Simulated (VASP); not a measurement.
Data:

```
CELL_PARAMETERS angstrom
      1.30073    -2.25294     0.00000
      1.30073     2.25294     0.00000
      0.00000     0.00000     4.57898
ATOMIC_POSITIONS crystal
  Zn 0.33333 0.66667 0.25000
  Zn 0.66667 0.33333 0.75000
```

Level of theory: LDA (Ceperley-Alder, Perdew-Zunger), VASP's LDA PAW potentials (set 64) (plane waves; VASP). Numerical set-up: 400 eV cut-off, 14×14×7 Γ-centred mesh, first-order Methfessel-Paxton smearing of 0.10 eV, potentials Zn.

### Question
What does the run give for the energy per atom (σ→0), band gap (on the k-mesh) with the smallest direct gap where there is one?

### Answer

| Property | Value |
|---|---|
| band gap (on the k-mesh) | none (metal, semimetal or under 0.01 eV) |
| energy per atom (σ→0) | -1.877 eV/atom |

Only differences to runs with the same potentials and settings are physical.

The compound is Zn in the hcp structure. It was relaxed first, which changed the volume by -12 %. The start is the result of an earlier pass.
